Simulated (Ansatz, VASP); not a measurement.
# Cross-check of Co between VASP and Ansatz

Aim: how closely do two programs agree when they are given the same cell, functional and k mesh?

Main program and level: Ansatz 0.2.0; plane waves, with VASP 6.6.1 beside it; relaxation of cell and atoms at PBEsol.

## 1. Set-up

Symmetry: P6_3/mmc, No. 194, hexagonal system. Conventional cell: a = 2.455 Å, b = 2.455 Å, c = 3.962 Å, α = 90.00°, β = 90.00°, γ = 120.00°. Co has 12 Co at 2.44 to 2.45 Å nearest.

## 2. Ansatz: relaxation of cell and atoms, PBEsol

Ansatz runs on its default PAW (the set named soft_2) files.

The relaxed volume is the usual yardstick between codes: its relative difference is about their pressure difference at one cell divided by the bulk modulus.

input.yaml reads:

```yaml
crystal:
  lattice:
    - [2.454582364, 0.0, 0.0]
    - [-1.227291182, 2.1257306829, 0.0]
    - [0.0, 0.0, 3.9623436502]
  atoms:
    - { symbol: Co, position: [0.0, 0.0, 0.0], spin: 1.5 }
    - { symbol: Co, position: [0.3333333333, 0.6666666667, 0.5], spin: 1.5 }
hamiltonian:
  xc: pbesol
  pseudopotentials: { kind: paw }
magnetization:
  spin_polarized: true
kpoints:
  mp_grid: { grid: [20, 20, 11] }
scf:
  occupations: { method: methfessel_paxton, width: 0.15 }
relax:
  f_tol: 0.01
  max_steps: 60
  cell: { stress_tol: 0.05 }
output:
  forces: true
  stress: true
```

Command:

```
> ansatz run input.yaml --threads 4 --pin off --max-ram 9216MiB --backend cpu --events-out ev --progress --plain --runs-dir out
```

Numbers of over 12 decimals in the logs are rounded to 6 here.

What it wrote:

```text
Engine: ansatz 0.2.0, aarch64-unknown-linux-gnu
Pseudopotentials: kind: paw
Pseudopotential: Co, paw, valence charge 17, recommended cutoff 420 eV (normal), Co.paw.azcp
Functional definition: PBEsol
  exchange = pbesol_x
  correlation = pbesol_c
Crystal: 2 atoms, lattice volume = 20.675 Å³
Basis set: ecut = 420 eV, 391 PW (Γ), exchange–correlation on 36×36×54 points (8 copies of the dense FFT grid, shifted against one another)
Bands: 23, of which v1, the nominal top of the filled ones, is band 17 counted from 1 (16 counted from 0)
Symmetry: 24 space group operations
Space group: P63/mmc (ITA 194), of the structure as read, at distance tolerance 2.7e-5 Å
Magnetic group: BNS 194.263 (UNI 1493), of the structure as read, at distance tolerance 2.7e-5 Å
k-points: 264 of 4400
Non-local potential: Co, projectors of the file, l = 0: 3, l = 1: 2, l = 2: 3, l = 3: 1
PAW form: soft (Blöchl's): semilocal exchange-correlation on the pseudo side does not see the compensation charge
PAW frozen core: Co, regenerated for the run's functional, and the local potential with it (the file was generated under x = pbe(κ = 0.804, μ = 0.219515), c = pbe(β = 0.066725))
PAW one-centre angular grid: Co, 590 points (default); XC on 64 Gauss nodes
Initial density: superposition of atomic densities (chi_scale 0.1, normalization cell)
Starting moments: Σ|m| = 3 μB on 2 of 2 sites
Initial wavefunctions: pseudopotential atomic-orbital guess
Functional: x = pbesol(κ = 0.804, μ = 0.123457), c = pbesol(β = 0.046)
SCF iter   1: F=—  HF=-10185.645410 eV  |F-HF|=—  |Δ(HF+E_count)|=         —  Δρ=1.19e-1 (↑5.42e-2 ↓1.19e-1)  dr2=3.51e0  dr2_m=2.04e-1  M=2.909 μB ∫|m|=3.009 μB  β_m=0.30  ethr=3.10e-3  ⟨swp⟩=4.5  Hψ=43802  notcnv=0
Mixer restart at iter 1: flushing history
preconditioner: auto → none  [metal: Δε(μ)=0.003 eV  Ē_g=9.440 eV  σ=0.150 eV  W_gap=0.01  n_scr=8 (ndim 8)  ℏωp=34.6 eV  f_vac=0.000  D(μ)=3.04/eV (n_scr^D=42)  sad-step TF]
SCF iter   2: F=—  HF=-10184.450904 eV  |F-HF|=—  |Δ(HF+E_count)|=    1.19e0  Δρ=5.55e-2 (↑2.19e-2 ↓5.55e-2)  dr2=2.42e-1  dr2_m=2.63e-1  M=3.030 μB ∫|m|=3.162 μB  β_m=0.37  ethr=3.10e-3  ⟨swp⟩=2.6  Hψ=25368  notcnv=0  defer=609
SCF iter   3: F=—  HF=-10185.170504 eV  |F-HF|=—  |Δ(HF+E_count)|=         —  Δρ=5.03e-2 (↑5.03e-2 ↓3.60e-2)  dr2=1.77e-2  dr2_m=3.48e-1  M=3.248 μB ∫|m|=3.440 μB  β_m=0.37  ethr=7.12e-4  ⟨swp⟩=2.0  Hψ=15376  notcnv=0  defer=609
Mixer restart at iter 3: flushing history
SCF iter   4: F=—  HF=-10185.560705 eV  |F-HF|=—  |Δ(HF+E_count)|=   3.90e-1  Δρ=3.16e-2 (↑3.16e-2 ↓2.16e-2)  dr2=9.39e-3  dr2_m=1.33e-1  M=3.218 μB ∫|m|=3.433 μB  β_m=0.65  ethr=5.21e-5  ⟨swp⟩=2.4  Hψ=23278  notcnv=0  defer=609
SCF iter   5: F=—  HF=-10185.979839 eV  |F-HF|=—  |Δ(HF+E_count)|=   4.19e-1  Δρ=7.60e-3 (↑7.60e-3 ↓4.92e-3)  dr2=2.10e-2  dr2_m=4.36e-4  M=3.164 μB ∫|m|=3.429 μB  β_m=0.83  ethr=2.76e-5  ⟨swp⟩=2.0  Hψ=24368  notcnv=0  defer=608
SCF iter   6: F=—  HF=-10186.006806 eV  |F-HF|=—  |Δ(HF+E_count)|=   2.70e-2  Δρ=9.80e-3 (↑9.80e-3 ↓7.99e-3)  dr2=3.13e-2  dr2_m=1.97e-4  M=3.151 μB ∫|m|=3.424 μB  β_m=0.62  ethr=2.76e-5  ⟨swp⟩=2.0  Hψ=24459  notcnv=0  defer=344
SCF iter   7: F=—  HF=-10185.995425 eV  |F-HF|=—  |Δ(HF+E_count)|=   1.14e-2  Δρ=5.09e-4 (↑3.90e-4 ↓5.09e-4)  dr2=1.00e-4  dr2_m=4.82e-6  M=3.153 μB ∫|m|=3.427 μB  β_m=0.74  ethr=2.76e-5  ⟨swp⟩=2.0  Hψ=26425  notcnv=0  defer=376
SCF iter   8: F=—  HF=-10185.995578 eV  |F-HF|=—  |Δ(HF+E_count)|=   1.53e-4  Δρ=2.49e-4 (↑2.35e-4 ↓2.49e-4)  dr2=2.94e-5  dr2_m=5.34e-7  M=3.152 μB ∫|m|=3.427 μB  β_m=0.87  ethr=2.95e-7  ⟨swp⟩=2.1  Hψ=16064  notcnv=0  defer=346
SCF iter   9: F=—  HF=-10185.986757 eV  |F-HF|=—  |Δ(HF+E_count)|=         —  Δρ=5.56e-4 (↑5.55e-4 ↓5.56e-4)  dr2=1.25e-6  dr2_m=5.74e-5  M=3.158 μB ∫|m|=3.433 μB  β_m=0.87  ethr=8.66e-8  ⟨swp⟩=2.1  Hψ=17022  notcnv=0  defer=326
Mixer restart at iter 9: flushing history
iteration 9: the input's own smearing fills from here on; a Gaussian of 0.15 eV has filled iterations ahead of it
SCF iter  10: F=—  HF=-10185.986764 eV  |F-HF|=—  |Δ(HF+E_count)|=   7.39e-6  S|Δr|=    0.00e0  Δρ=2.08e-4 (↑1.96e-4 ↓2.08e-4)  dr2=2.17e-7  dr2_m=7.53e-6  M=3.159 μB ∫|m|=3.435 μB  β_m=0.94  ethr=3.67e-9  ⟨swp⟩=2.2  Hψ=19603  notcnv=0  defer=326
SCF iter  11: F=—  HF=-10185.986766 eV  |F-HF|=—  |Δ(HF+E_count)|=   1.37e-6  S|Δr|=    0.00e0  Δρ=6.56e-5 (↑3.15e-5 ↓6.56e-5)  dr2=3.97e-7  dr2_m=1.38e-7  M=3.159 μB ∫|m|=3.436 μB  β_m=0.80  ethr=2.94e-10  ⟨swp⟩=4.4  Hψ=41664  notcnv=0
SCF iter  12: F=-10185.986766 eV  HF=-10185.986766 eV  |F-HF|=2.56e-9  |Δ(HF+E_count)|=   2.25e-7  S|Δr|=    0.00e0  Δρ=8.33e-6 (↑8.33e-6 ↓3.89e-6)  dr2=3.04e-9  dr2_m=6.44e-9  M=3.159 μB ∫|m|=3.436 μB  ethr=2.94e-10  ⟨swp⟩=2.4  Hψ=43824  notcnv=0
SCF 1 converged in 12 iterations: F = -10185.986766 eV  dr2 = 3.04e-9
  greatest PAW one-centre occupation: 1.001 electrons in one spin orbital (limit 2), on the Co atom at site 1 (counted from 0), in its partial waves of l = 1
relax step   1: F+E_penalty+E_count = -10185.98676558 eV  Δ(F+E_penalty+E_count) = +0.000e0 eV  max|allowed force component| = 4.626e-17 eV/Å  Δτ_max = 0.0000 Å  P = +0.927 GPa  Ω = 20.675 Å³  (12 SCF iters, dr2 threshold 1.00e-7 eV, accepted)
[...]
relax step   2: F+E_penalty+E_count = -10185.98688250 eV  Δ(F+E_penalty+E_count) = -1.169e-4 eV  max|allowed force component| = 3.701e-17 eV/Å  Δτ_max = 0.0000 Å  P = +0.439 GPa  Ω = 20.714 Å³  energy of the carried Pulay correction = -5.188e-5 eV  (5 SCF iters, dr2 threshold 2.00e-7 eV, accepted)
[...]
relax step   3: F+E_penalty+E_count = -10185.98688501 eV  Δ(F+E_penalty+E_count) = -2.512e-6 eV  max|allowed force component| = 4.857e-17 eV/Å  Δτ_max = 0.0000 Å  P = -0.001 GPa  Ω = 20.750 Å³  energy of the carried Pulay correction = -9.869e-5 eV  (4 SCF iters, dr2 threshold 2.00e-7 eV, accepted)
[...]
relax step   4: F+E_penalty+E_count = -10185.98698554 eV  Δ(F+E_penalty+E_count) = -1.005e-4 eV  max|allowed force component| = 4.395e-17 eV/Å  Δτ_max = 0.0000 Å  P = +0.012 GPa  Ω = 20.750 Å³  stress off target by 1.97e-2 GPa  SCF on the basis re-selected at this cell (its energy is not comparable with the rows above)  (6 SCF iters)
basis re-selected at this cell: Δ(F+E_penalty+E_count) = -1.005e-4 eV, ΔP = +0.014 GPa vs the last step (what re-selecting the basis moved, of the pressure what is left beyond the Pulay correction that the steps carried, after the strain that the cell walked since its last selection, with what the two solves' SCF thresholds leave and, on support functions, any second-order correction that the steps lacked; it is no m [...]
SCF converged after 6 iterations
Stability not checked: this state was not tested for a lower state beside it, because cold or Methfessel-Paxton smearing, or corrected tetrahedra, fill the levels in a way that the test cannot read (fill_not_monotonic; see scf.lower_state_search)
Magnetization: 3.1631 μB (18.5815 up, 15.4185 down)
Absolute magnetization: 3.4435 μB (∫|ρ↑−ρ↓|, with the PAW one-centre terms)
Spin contamination: 0.0463 ħ² per cell (⟨S²⟩ above its minimum at these occupations)
Per-site moments (μB) at R_I (Å): [(1.646443, 1.006045), (1.646443, 1.006045)]
Free energy (F): -10185.986986 eV
Harris-Foulkes:  -10185.986986 eV  (|F-HF|=1.82e-12)
Internal energy: -10185.987917 eV  (E = F + TS)
E sigma→0 (E₀):  -10185.987218 eV
Entropy (-TS):   0.000931 eV (0.466 meV/atom)
Fermi energy:    19.522842 eV
--- Per-component energies (eV) ---
  E_band       = -458.019748
  E_kinetic    = 910.147025
  E_local      = -5535.783046  (includes V_loc(G=0)·N_el)
  E_nonlocal   = 911.020881
  E_hartree    = 2320.435314
  E_xc         = -316.448200
  E_vxc        = -410.289525  (∫ρ·V_xc dr)
  E_paw        = -2965.133262  (= ΣΔE_a)
  E_vpaw       = -973.985749  (= ΣTr[D̂ρ^β])
  E_aug_tail   = 0.000118  (compensation charges beyond the density's cutoff)
  E_ewald      = -5510.603586
  E_core_change = 0.376838  (= ΣΔE_core)
  E_smearing   = 0.000931  (= −TS)
  E_closure    = -0.000000  (closes the sum)
  Σ components = -10185.986986   (vs F -10185.986986, Δ=0.00e0)
--- Forces (eV/Å), atoms counted from 1 ---
  atom   1  Co    -0.00000000     0.00000000     0.00000000
  atom   2  Co     0.00000000    -0.00000000    -0.00000000
  max |Σ_I F_I| component: 4.63e-18 eV/Å
--- Stress (GPa, compression-positive) ---
        0.008697      -0.000000      -0.000000
       -0.000000       0.008697       0.000000
       -0.000000       0.000000       0.019701
  P = ⅓ Tr σ = 0.0124 GPa (0.124 kbar)
--- Relaxed structure (3 steps of the walk, 3 accepted, 1 SCFs on fresh bases) ---
  F+E_penalty+E_count = -10185.98698554 eV   max|allowed force component| = 4.395e-17 eV/Å   (the final SCF, on the basis selected at the relaxed cell)
  cell:  # Å, volume = 20.7500 Å³
    - [2.457469, 0, 0]
    - [-1.228734, 2.128231, 0]
    - [0, 0, 3.967451]
  atoms:
    - { symbol: Co, position: [9.25185853962003e-18, -5.08852219630634e-17, 0] }
    - { symbol: Co, position: [0.333333, 0.666667, 0.500000] }
```

The job ended after 16 s (4 threads of Arm Neoverse V1, shared host; peak memory 0.48 GiB; 58 s of CPU time).

(Part 1 of 2 ends here.)

[Lines on the potential files, build, host, timing and source positions are cut from VASP's logs without a mark.]

[Logs are printed without paths, hosts, clocks, repeated set-up lines and the standing remarks that a program may print on its own settings, such as how far it seeks lower states.]

[Hosts, paths, dates, database ids (printed as entryN), source tags and the programs' standing remarks are cut or masked in the printed files.]
